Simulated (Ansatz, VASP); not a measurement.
## Cross-check of NaTaS3 between VASP and Ansatz

Aim: how closely do two programs agree when they are given the same cell, functional and k mesh? The cell is generated by rule, not measured, and may not be a known phase. The cell is taken from a series of runs on this material, whose earlier steps may have relaxed, scaled, displaced or heated it; both programs get it as it stands.

Main program and level: Ansatz 0.2.0; plane waves, with VASP 6.6.1 beside it; relaxation of cell and atoms at PBE.

### 1. Starting point

Symmetry: I4/mcm, No. 140, tetragonal system. Conventional cell: a = 6.842 Å, b = 6.842 Å, c = 9.663 Å, α = 90.00°, β = 90.00°, γ = 90.00°. Nearest to Na lie 12 S at 3.42 Å. Ta has 6 S at 2.37 to 2.46 Å nearest. S has 2 Ta at 2.42 Å and 4 Na at 3.42 Å nearest. Nearest to S lie 2 Ta at 2.37 to 2.46 Å and 4 Na at 3.42 Å. Farther neighbours and most contacts between anions are not listed.

### 2. VASP: relaxation of cell and atoms, PBE, pair 1

The relaxed volume is the usual yardstick between codes: in a stiff, nearly cubic crystal its relative difference is about their pressure difference at one cell divided by the bulk modulus.

Lines of VASP's logs that name or quote its potential files are left out, and so is its time.

The input, INCAR:

```
SYSTEM = NaTaS3
PREC = Accurate
ENCUT = 500
EDIFF = 1E-07
NELM = 120
ISMEAR = 1
SIGMA = 0.2
LREAL = .FALSE.
ALGO = Normal
GGA = PE
NBANDS = 46
LASPH = .TRUE.
LORBIT = 11
LWAVE = .FALSE.
LCHARG = .FALSE.
ISIF = 3
IBRION = 2
NSW = 80
EDIFFG = -0.005
GGA_COMPAT = .FALSE.
NELMIN = 4
EFERMI = MIDGAP
KPAR = 2
```

The input, POSCAR:

```
NaTaS3
1.0
   -3.4208350000      3.4208350000      4.8316820000
    3.4208350000     -3.4208350000      4.8316820000
    3.4208350000      3.4208350000     -4.8316820000
Na Ta S
2 2 6
Direct
    0.7499998965      0.7499998965      0.0000000000
    0.2500000000      0.2500000000      0.0000000000
    0.0000000000      0.5000000000      0.5000000000
    0.5000000000      0.0000000000      0.5000000000
    0.7500000000      0.2500000000      0.5000000000
    0.2500000000      0.7500000000      0.5000000000
    0.7545739564      0.2545739564      0.0091479127
    0.2454260436      0.7454260436      0.9908520873
    0.2545739564      0.2454260436      0.5000000000
    0.7454260436      0.7545739564      0.5000000000
```

The input, KPOINTS:

```
Automatic mesh
0
Gamma
6 6 6
0 0 0
```

The projector-augmented-wave data sets are Na_pv, Ta_pv and S (PBE family, release 64).

Started as:

```bash
$ mpirun -np 2 vasp_std
```

Numbers of over 12 decimals in the logs are rounded to 6 here.

Output:

```text
[banner, memory and clock lines left out]
running    2 mpi-ranks, on    1 nodes
 distrk:  each k-point on    1 cores,    2 groups
 distr:  one band on    1 cores,    1 groups

 POSCAR found type information on POSCAR NaTaS
 POSCAR found :  3 types and      10 ions
 LDA part: xc-table for (Slater+PW92), standard interpolation
 POSCAR, INCAR and KPOINTS ok, starting setup
 FFT: planning ... GRIDC
 FFT: planning ... GRID_SOFT
 FFT: planning ... GRID
 WAVECAR not read
 entering main loop
       N       E                     dE             d eps       ncg     rms          rms(c)
DAV:   1     0.643826041670E+03    0.64383E+03   -0.34220E+04  2872   0.147E+03
DAV:   2     0.398366846399E+01   -0.63984E+03   -0.61659E+03  3074   0.376E+02
DAV:   3    -0.626628952196E+02   -0.66647E+02   -0.64830E+02  3360   0.122E+02
DAV:   4    -0.657357213969E+02   -0.30728E+01   -0.30431E+01  3346   0.266E+01
DAV:   5    -0.658434680510E+02   -0.10775E+00   -0.10751E+00  3798   0.515E+00    0.269E+01
DAV:   6    -0.598207884573E+02    0.60227E+01   -0.22836E+01  3184   0.181E+01    0.136E+01
DAV:   7    -0.595774327465E+02    0.24336E+00   -0.26104E+00  3170   0.605E+00    0.860E+00
DAV:   8    -0.594749566141E+02    0.10248E+00   -0.78147E-01  3324   0.396E+00    0.126E+00
DAV:   9    -0.594377914193E+02    0.37165E-01   -0.20380E-01  3170   0.176E+00    0.416E-01
DAV:  10    -0.594370941690E+02    0.69725E-03   -0.10747E-02  3302   0.468E-01    0.240E-01
DAV:  11    -0.594377700600E+02   -0.67589E-03   -0.46791E-03  3340   0.278E-01    0.164E-01
DAV:  12    -0.594372862607E+02    0.48380E-03   -0.44258E-03  3230   0.239E-01    0.935E-02
DAV:  13    -0.594371862142E+02    0.10005E-03   -0.52310E-04  3192   0.994E-02    0.238E-02
DAV:  14    -0.594371885262E+02   -0.23119E-05   -0.35803E-05  3482   0.257E-02    0.830E-03
DAV:  15    -0.594371875658E+02    0.96034E-06   -0.37598E-06  3504   0.824E-03    0.237E-03
DAV:  16    -0.594371876617E+02   -0.95847E-07   -0.33824E-07  3064   0.249E-03
   1 F= -.59437188E+02 E0= -.59440732E+02  d E =-.594372E+02
 curvature:   0.00 expect dE= 0.000E+00 dE for cont linesearch  0.000E+00
 trial: gam= 0.00000 g(F)=  0.330E-05 g(S)=  0.247E-04 ort = 0.000E+00 (trialstep = 0.100E+01)
 search vector abs. value=  0.280E-04
 bond charge predicted
       N       E                     dE             d eps       ncg     rms          rms(c)
DAV:   1    -0.594372958615E+02   -0.10830E-03   -0.33607E-03  3032   0.374E-01    0.827E-02
DAV:   2    -0.594372242738E+02    0.71588E-04   -0.17385E-04  3012   0.801E-02    0.362E-02
DAV:   3    -0.594372025838E+02    0.21690E-04   -0.65984E-05  3128   0.328E-02    0.133E-02
DAV:   4    -0.594371983649E+02    0.42189E-05   -0.91130E-06  3342   0.146E-02    0.120E-02
DAV:   5    -0.594371973485E+02    0.10164E-05   -0.64355E-07  3192   0.404E-03    0.809E-03
DAV:   6    -0.594371956250E+02    0.17235E-05   -0.25670E-07  2560   0.248E-03    0.163E-03
DAV:   7    -0.594371953489E+02    0.27611E-06   -0.32736E-08  1758   0.102E-03    0.789E-04
DAV:   8    -0.594371954125E+02   -0.63578E-07   -0.92903E-09  1758   0.609E-04
   2 F= -.59437195E+02 E0= -.59440783E+02  d E =-.775080E-05
 trial-energy change:   -0.000008  1 .order   -0.000009   -0.000028    0.000010
 step:   0.6957(harm=  0.7445)  dis= 0.00010  next Energy=   -59.437197 (dE=-0.925E-05)
 reached required accuracy - stopping structural energy minimisation
```

From OUTCAR (step 2):

```text
ion  position               nearest neighbor table
   1  0.750  0.750  0.000-
   2  0.250  0.250  0.000-
   3  0.000  0.500  0.500-   7 2.37   8 2.37   5 2.42   6 2.42   9 2.46  10 2.46
   4  0.500  0.000  0.500-   9 2.37  10 2.37   5 2.42   6 2.42   7 2.46   8 2.46
   5  0.750  0.250  0.500-   3 2.42   4 2.42
   6  0.250  0.750  0.500-   3 2.42   4 2.42
   7  0.755  0.255  0.009-   3 2.37   4 2.46
   8  0.245  0.745  0.991-   3 2.37   4 2.46
   9  0.255  0.245  0.500-   4 2.37   3 2.46
  10  0.745  0.755  0.500-   4 2.37   3 2.46

  LATTYP: Found a body centered tetragonal cell.
 ALAT       =     6.8416700000
 C/A-ratio  =     1.4124276675

 Subroutine GETGRP returns: Found 16 space group operations
 (whereof  8 operations were pure point group operations)

The static configuration has the point symmetry C_4h.
 The point group associated with its full space group is D_4h.

 Found     30 irreducible k-points:

   k-points           NKPTS =     30   k-points in BZ     NKDIM =     30   number of bands    NBANDS=     46

   dimension x,y,z NGX =    50 NGY =   50 NGZ =   50
   dimension x,y,z NGXF=   100 NGYF=  100 NGZF=  100

   ENCUT  =  500.0 eV  36.75 Ry    6.06 a.u.  12.47 12.47 12.47*2*pi/ulx,y,z

   NELECT =      72.0000    total number of electrons

 k-points in reciprocal lattice and weights: Automatic mesh
   0.00000000  0.00000000  0.00000000       0.005
   0.16666667 -0.00000000  0.00000000       0.037
   0.33333333 -0.00000000  0.00000000       0.037
   0.50000000 -0.00000000  0.00000000       0.019
   0.16666667  0.16666667  0.00000000       0.037
   0.33333333  0.16666667  0.00000000       0.074
   0.50000000  0.16666667  0.00000000       0.074
  -0.33333333  0.16666667 -0.00000000       0.074
  -0.16666667  0.16666667  0.00000000       0.019
[...]
-0.33333333 -0.33333333  0.33333333       0.009
   0.50000000  0.50000000  0.50000000       0.005

 average (electrostatic) potential at core
       1 -46.8203       2 -46.8203       3 -40.9643       4 -40.9643       5 -87.9791
       6 -87.9791       7 -87.9844       8 -87.9844       9 -87.9844      10 -87.9844

 E-fermi :   3.0534

 k-point     1 :       0.0000    0.0000    0.0000
  band No.  band energies     occupation
    ...
     32       2.3837      2.00002
     33       2.3844      2.00002
     34       2.4461      2.00015
     35       2.5079      2.00079
     36       2.5079      2.00079
     37       3.1712      0.16991
     38       3.1712      0.16991
     39       3.2257     -0.00850
     40       4.9830     -0.00000
     41       4.9991     -0.00000
    ...

 k-point     2 :       0.1667   -0.0000    0.0000
  band No.  band energies     occupation
    ...
     32       2.1144      2.00000
     33       2.1190      2.00000
     34       2.8301      2.06674
     35       2.9106      1.92906
     36       2.9618      1.69215
     37       3.1768      0.14491
     38       3.2036      0.04690
     39       3.2888     -0.07017
     40       5.4441     -0.00000
     41       5.4610     -0.00000
    ...

 k-point     3 :       0.3333   -0.0000    0.0000
  band No.  band energies     occupation
    ...
     32       1.9412      2.00000
     33       2.0891      2.00000
     34       2.4895      2.00049
     35       2.5125      2.00089
     36       2.7359      2.04730
     37       3.6965     -0.00005
     38       3.9387     -0.00000
     39       3.9533     -0.00000
     40       4.9504     -0.00000
     41       5.2486     -0.00000
    ...

  Total       -0.0250591     -0.0250591     -0.0229555      0.0000000      0.0000000      0.0000000
  in kB       -0.1774284     -0.1774284     -0.1625337      0.0000000      0.0000000      0.0000000
  external PRESSURE =      -0.1724635 kB  Pullay stress =       0.0000000 kB

  energy-cutoff  :      500.00
  volume of cell :      226.28
      direct lattice vectors                 reciprocal lattice vectors
    -3.421219954  3.421219954  4.833162191     0.000000000  0.146146698  0.103451939
     3.421219954 -3.421219954  4.833162191     0.146146698  0.000000000  0.103451939
     3.421219954  3.421219954 -4.833162191     0.146146698  0.146146698  0.000000000

 POSITION                                       TOTAL-FORCE (eV/Angst)
 -----------------------------------------------------------------------------------
      3.42122      3.42122      2.41658        -0.000000     -0.000000      0.000000
      3.42122      3.42122     -2.41658        -0.000000     -0.000000     -0.000000
      3.42122      0.00000      0.00000        -0.000000     -0.000000      0.000000
      3.42122      0.00000      4.83316        -0.000000     -0.000000      0.000000
      0.00000      3.42122      2.41658        -0.000000     -0.000000      0.000000
      3.42122      0.00000      2.41658        -0.000000     -0.000000      0.000000
     -1.67917      1.74205      4.83316         0.002714      0.002714      0.000000
      5.10039      1.67917     -0.00000        -0.002714     -0.002714      0.000000
      1.67917      1.74205      0.00000        -0.002714      0.002714     -0.000000
      1.74205      1.67917      4.83316         0.002714     -0.002714     -0.000000
 -----------------------------------------------------------------------------------
    total drift:                               -0.000002      0.000002      0.001313

  FREE ENERGIE OF THE ION-ELECTRON SYSTEM (eV)
  ---------------------------------------------------
  free  energy   TOTEN  =       -59.4371954125 eV

  energy  without entropy=      -59.4479585403  energy(sigma->0) =      -59.44078312

 reached required accuracy - stopping structural energy minimisation

 total charge
# of ion       s       p       d       tot
------------------------------------------
    1        0.020   5.957   0.000   5.978
    2        0.020   5.957   0.000   5.978
    3        0.307   6.216   2.184   8.706
    4        0.307   6.216   2.184   8.706
    5        1.333   2.431   0.000   3.764
    6        1.333   2.431   0.000   3.764
    7        1.334   2.430   0.000   3.764
    8        1.334   2.430   0.000   3.764
    9        1.334   2.430   0.000   3.764
   10        1.334   2.430   0.000   3.764
--------------------------------------------------
tot          8.656  38.928   4.367  51.952

[... 3 further parts left out ...]
```

CONTCAR:

```
NaTaS3
   1.00000000000000
    -3.4212199537752865    3.4212199537752865    4.8331621905386726
     3.4212199537752865   -3.4212199537752865    4.8331621905386726
     3.4212199537752865    3.4212199537752865   -4.8331621905386726
  Na              Ta              S
     2     2     6
Direct
     0.7499998965000003    0.7499998965000003    1.0000000000000000
     0.2500000000000000    0.2500000000000000    1.0000000000000000
     0.0000000000000000    0.5000000000000000    0.5000000000000000
     0.5000000000000000    1.0000000000000000    0.5000000000000000
     0.7500000000000000    0.2500000000000000    0.5000000000000000
     0.2500000000000000    0.7500000000000000    0.5000000000000000
     0.7545945625521467    0.2545945625521467    0.0091891250042916
     0.2454054374478533    0.7454054374478533    0.9908108749957084
     0.2545945625521467    0.2454054374478533    0.5000000000000000
     0.7454054374478533    0.7545945625521467    0.5000000000000000
```

The gap is under twice the smearing width, so the edge states are partly filled and the run can't tell a small gap from a semimetal. Methfessel-Paxton smearing is not meant for a cell with a gap.

[end of part 1 of 3]

[Lines on the potential files, build, host, timing and source positions are cut from VASP's logs without a mark.]

[Logs are printed without paths, hosts, clocks, repeated set-up lines and the standing remarks that a program may print on its own settings, such as how far it seeks lower states.]

[Hosts, paths, dates, database ids (printed as entryN), source tags and the programs' standing remarks are cut or masked in the printed files.]
